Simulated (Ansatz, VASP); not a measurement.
# Cross-check of Ta2MoS2NO2 (2H-MoS2 under Ta2NO2 MXene, AA) between VASP and Ansatz, part 2 of 2

One calculation is typed for both programs; each brings its own data sets. How far apart do they land? The cell is taken from a series of runs on this material, whose earlier steps may have relaxed, scaled, displaced or heated it; both programs get it as it stands.

VASP 6.6.1 and Ansatz 0.2.0.

So far: Set-up; Ansatz: single point, PBEsol with D3(BJ).

## 3. VASP: single point, PBEsol with D3(BJ)

Level of this step: PBEsol with D3(BJ), no spin polarisation; plane waves and PAW (S, Mo_sv, O, Ta_pv, N) (VASP).

The same cell, functional, mesh and smearing now go to VASP, with its own data sets.

Lines of VASP's logs that name or quote its potential files are left out, and so is its time.

The input, INCAR:

```
SYSTEM = Ta2MoS2NO2
PREC = Accurate
ENCUT = 520
EDIFF = 1E-06
NELM = 120
ISMEAR = -1
SIGMA = 0.02585
LREAL = .FALSE.
ALGO = Normal
GGA = PS
IVDW = 12
NBANDS = 40
LASPH = .TRUE.
LORBIT = 11
LWAVE = .FALSE.
LCHARG = .FALSE.
ISIF = 2
LDIPOL = .TRUE.
IDIPOL = 3
DIPOL = 0.5 0.5 0.523
LVHAR = .TRUE.
GGA_COMPAT = .FALSE.
NELMDL = -8
KPAR = 2
```

The input, POSCAR:

```
Ta2MoS2NO2
1.0
    3.0953660279      0.0000000000      0.0000000000
   -1.5476830139      2.6806656141      0.0000000000
    0.0000000000      0.0000000000     28.7040559926
S Mo O Ta N
2 1 2 2 1
Direct
    0.3333333333      0.6666666667      0.3135445389
    0.3333333333      0.6666666667      0.4229186851
    0.0000000000      0.0000000000      0.3682846617
    0.3333333333      0.6666666667      0.5289957791
    0.6666666667      0.3333333333      0.6864554611
    0.6666666667      0.3333333333      0.5664464209
    0.3333333333      0.6666666667      0.6488070591
    0.0000000000      0.0000000000      0.6076276179
```

The input, KPOINTS:

```
Automatic mesh
0
Gamma
18 18 1
0 0 0
```

Potentials, in the order of the species: S, Mo_sv, O, Ta_pv and N (PBE family, release 64).

The run is started by

```bash
$ mpirun -np 2 vasp_std
```

Numbers of over 12 decimals in the logs are rounded to 6 here.

What it wrote:

```text
[banner, memory and clock lines left out]
running    2 mpi-ranks, on    1 nodes
 distrk:  each k-point on    1 cores,    2 groups
 distr:  one band on    1 cores,    1 groups

 POSCAR found type information on POSCAR S MoO TaN
 POSCAR found :  5 types and       8 ions
|                                                                             |
|               ----> ADVICE to this user running VASP <----                  |
|                                                                             |
|     You enforced a specific xc type in the INCAR file but a different       |
|     [... a line on the potential file left out ...]
|     I HOPE YOU KNOW WHAT YOU ARE DOING!                                     |
|                                                                             |

 LDA part: xc-table for (Slater+PW92), standard interpolation
 POSCAR, INCAR and KPOINTS ok, starting setup
 FFT: planning ... GRIDC
 FFT: planning ... GRID_SOFT
 FFT: planning ... GRID
 WAVECAR not read
 entering main loop
       N       E                     dE             d eps       ncg     rms          rms(c)
DAV:   1     0.618328035359E+03    0.61833E+03   -0.35014E+04  3456   0.143E+03
DAV:   2    -0.367308268453E+02   -0.65506E+03   -0.63780E+03  3632   0.388E+02
DAV:   3    -0.839881315205E+02   -0.47257E+02   -0.46444E+02  3600   0.102E+02
DAV:   4    -0.856752042954E+02   -0.16871E+01   -0.16776E+01  3840   0.189E+01
DAV:   5    -0.857217793759E+02   -0.46575E-01   -0.46517E-01  3664   0.294E+00
DAV:   6    -0.857238685436E+02   -0.20892E-02   -0.20883E-02  4024   0.579E-01
DAV:   7    -0.857239327996E+02   -0.64256E-04   -0.64229E-04  3712   0.938E-02
DAV:   8    -0.857239366331E+02   -0.38336E-05   -0.38315E-05  3752   0.193E-02    0.475E+01
DAV:   9    -0.776866646660E+02    0.80373E+01   -0.48849E+01  3504   0.355E+01    0.198E+01
DAV:  10    -0.773875080829E+02    0.29916E+00   -0.69084E+00  3536   0.150E+01    0.103E+01
DAV:  11    -0.771274559317E+02    0.26005E+00   -0.20898E+00  3480   0.939E+00    0.311E+00
DAV:  12    -0.770777104632E+02    0.49745E-01   -0.69806E-01  3848   0.561E+00    0.108E+00
DAV:  13    -0.770628423943E+02    0.14868E-01   -0.21952E-01  3920   0.336E+00    0.600E-01
DAV:  14    -0.770543837302E+02    0.84587E-02   -0.46860E-02  4024   0.166E+00    0.262E-01
[...]
DAV:  23    -0.770542917345E+02   -0.42904E-04   -0.21152E-06  2464   0.752E-03    0.229E-03
DAV:  24    -0.770543203987E+02   -0.28664E-04   -0.12301E-06  2280   0.437E-03    0.104E-03
DAV:  25    -0.770543288277E+02   -0.84290E-05   -0.67525E-07  2120   0.292E-03    0.666E-04
DAV:  26    -0.770543326729E+02   -0.38451E-05   -0.12698E-07  1784   0.171E-03    0.505E-04
DAV:  27    -0.770543384105E+02   -0.57377E-05   -0.25155E-07  1992   0.185E-03    0.246E-04
DAV:  28    -0.770543404716E+02   -0.20611E-05   -0.96388E-08  1832   0.116E-03    0.281E-04
DAV:  29    -0.770543417798E+02   -0.13082E-05   -0.46461E-08  1664   0.720E-04    0.167E-04
DAV:  30    -0.770543425373E+02   -0.75746E-06   -0.20956E-08  1584   0.414E-04
   1 F= -.79196230E+02 E0= -.79194673E+02  d E =-.311462E-02
```

From OUTCAR (step 3):

```text
ion  position               nearest neighbor table
   1  0.333  0.667  0.314-   3 2.38   3 2.38   3 2.38
   2  0.333  0.667  0.423-   3 2.38   3 2.38   3 2.38
   3  0.000  0.000  0.368-   2 2.38   2 2.38   2 2.38   1 2.38   1 2.38   1 2.38
   4  0.333  0.667  0.529-   6 2.09   6 2.09   6 2.09
   5  0.667  0.333  0.686-   7 2.09   7 2.09   7 2.09
   6  0.667  0.333  0.566-   4 2.09   4 2.09   4 2.09   8 2.14   8 2.14   8 2.14   7 2.96   7 2.96
                             7 2.96
   7  0.333  0.667  0.649-   5 2.09   5 2.09   5 2.09   8 2.14   8 2.14   8 2.14   6 2.96   6 2.96
                             6 2.96
   8  0.000  0.000  0.608-   7 2.14   7 2.14   7 2.14   6 2.14   6 2.14   6 2.14

  LATTYP: Found a hexagonal cell.
 ALAT       =     3.0953660279
 C/A-ratio  =     9.2732348077

 Subroutine GETGRP returns: Found  6 space group operations
 (whereof  6 operations were pure point group operations)

The static configuration has the point symmetry C_3v.

 Found     37 irreducible k-points:

   k-points           NKPTS =     37   k-points in BZ     NKDIM =     37   number of bands    NBANDS=     40

   dimension x,y,z NGX =    24 NGY =   24 NGZ =  216
   dimension x,y,z NGXF=    48 NGYF=   48 NGZF=  432

   ENCUT  =  520.0 eV  38.22 Ry    6.18 a.u.   5.76  5.76 53.37*2*pi/ulx,y,z

   NELECT =      65.0000    total number of electrons

 k-points in reciprocal lattice and weights: Automatic mesh
   0.00000000  0.00000000  0.00000000       0.003
   0.05555556  0.00000000  0.00000000       0.019
   0.11111111  0.00000000  0.00000000       0.019
   0.16666667  0.00000000  0.00000000       0.019
   0.22222222 -0.00000000  0.00000000       0.019
   0.27777778  0.00000000  0.00000000       0.019
   0.33333333  0.00000000  0.00000000       0.019
   0.38888889 -0.00000000  0.00000000       0.019
   0.44444444 -0.00000000  0.00000000       0.019
[...]
0.33333333  0.27777778  0.00000000       0.037
   0.33333333  0.33333333  0.00000000       0.006

 dipolmoment           0.000000      0.000000     -0.004938 electrons x Angstroem

 average (electrostatic) potential at core
       1 -91.3965       2 -91.3953       3 -81.3151       4 -76.2748       5 -76.2238
       6 -43.7209       7 -43.7253       8 -70.6214

 E-fermi :   0.3039

 k-point     1 :       0.0000    0.0000    0.0000
  band No.  band energies     occupation
    ...
     30      -1.4981      2.00000
     31      -1.0093      2.00000
     32      -1.0093      2.00000
     33      -0.3635      2.00000
     34      -0.0475      2.00000
     35       1.7285      0.00000
     36       1.7285      0.00000
     37       2.3192      0.00000
     38       2.8785      0.00000
     39       2.8785      0.00000
    ...

 k-point     2 :       0.0556    0.0000    0.0000
  band No.  band energies     occupation
    ...
     30      -1.3437      2.00000
     31      -0.9720      2.00000
     32      -0.8595      2.00000
     33      -0.3722      2.00000
     34      -0.0543      2.00000
     35       1.7674      0.00000
     36       1.7853      0.00000
     37       2.3431      0.00000
     38       2.7952      0.00000
     39       2.9471      0.00000
    ...

 k-point     3 :       0.1111    0.0000    0.0000
  band No.  band energies     occupation
    ...
     30      -1.2101      2.00000
     31      -1.0395      2.00000
     32      -0.5003      2.00000
     33      -0.4155      2.00000
     34       0.0575      1.99985
     35       1.9019      0.00000
     36       1.9149      0.00000
     37       2.4062      0.00000
     38       2.5675      0.00000
     39       2.6561      0.00000
    ...

 Edisp (eV)   -2.14189

  Total       0.37539     0.37539     0.18409     0.00000    -0.00000     0.00000
  in kB       2.52523     2.52523     1.23833     0.00000    -0.00000     0.00000
  external pressure =        2.10 kB  Pullay stress =        0.00 kB

  energy-cutoff  :      520.00
  volume of cell :      238.18
      direct lattice vectors                 reciprocal lattice vectors
     3.095366028  0.000000000  0.000000000     0.323063570  0.186520839  0.000000000
    -1.547683014  2.680665614  0.000000000     0.000000000  0.373041678  0.000000000
     0.000000000  0.000000000 28.704055993     0.000000000  0.000000000  0.034838282

 POSITION                                       TOTAL-FORCE (eV/Angst)
 -----------------------------------------------------------------------------------
     -0.00000      1.78711      9.00000         0.000000     -0.000000     -0.001500
     -0.00000      1.78711     12.13948        -0.000000      0.000000      0.001258
      0.00000      0.00000     10.57126        -0.000000      0.000000     -0.000185
     -0.00000      1.78711     15.18432         0.000000      0.000000     -0.078328
      1.54768      0.89356     19.70406        -0.000000     -0.000000      0.071947
      1.54768      0.89356     16.25931         0.000000     -0.000000      0.024035
     -0.00000      1.78711     18.62339        -0.000000      0.000000     -0.022239
      0.00000      0.00000     17.44138         0.000000      0.000000      0.005013
 -----------------------------------------------------------------------------------
    total drift:                                0.000000     -0.000000     -0.000756

  FREE ENERGIE OF THE ION-ELECTRON SYSTEM (eV)
  ---------------------------------------------------
  free  energy   TOTEN  =       -79.1962300295 eV

  energy  without entropy=      -79.1931154106  energy(sigma->0) =      -79.19467272

 vacuum level on the upper side and lower side of the slab         5.649         5.758

 total charge
# of ion       s       p       d       tot
------------------------------------------
    1        1.358   2.337   0.000   3.695
    2        1.360   2.338   0.000   3.698
    3        2.306   6.242   4.031  12.579
    4        1.565   3.454   0.000   5.018
    5        1.562   3.453   0.000   5.016
    6        0.298   6.268   2.397   8.964
    7        0.298   6.268   2.393   8.958
    8        1.237   2.569   0.000   3.806
--------------------------------------------------
tot          9.984  32.928   8.821  51.734

[... 3 further parts left out ...]
```

This run has no spin polarisation, so a moment on Mo, if there is one, isn't seen. Its electron count is odd, so without a moment it is a metal by construction.

## 4. Differences

Known differences besides the potentials themselves: the data sets hold 69 valence electrons in Ansatz (on its default PAW (the set named soft_2) files) and 65 in VASP; the cutoff is 420 eV in Ansatz and 520 eV in VASP; Ansatz makes its cores anew for this functional, VASP keeps those of its PBE data sets. Total energies have different zeros and are not compared.

The two programs side by side:

```csv
quantity,Ansatz,VASP,difference
"work function, lower of the two faces (eV)",5.31,5.35,-0.04
"work function, higher of the two faces (eV)",5.43,5.45,-0.02
```

With vacuum in the cell, a pressure given here is an average over mostly empty space and none of the material.

## 5. Summary of results

```yaml
difference_in_work_function_lower_of_the_two_faces_single_point_pbesol_with_d3_bj: -0.039 eV
```

**Reading.** The difference in work function, lower of the two faces is -0.039 eV (single point, PBEsol with D3(BJ)). The data sets hold unlike numbers of valence electrons (69 in Ansatz and 65 in VASP), so part of the differences comes from the potentials. How closely two codes agree says nothing of how well the functional describes the real material.

[Lines on the potential files, build, host, timing and source positions are cut from VASP's logs without a mark.]

[Logs are printed without paths, hosts, clocks, repeated set-up lines and the standing remarks that a program may print on its own settings, such as how far it seeks lower states.]

[Hosts, paths, dates, database ids (printed as entryN), source tags and the programs' standing remarks are cut or masked in the printed files.]
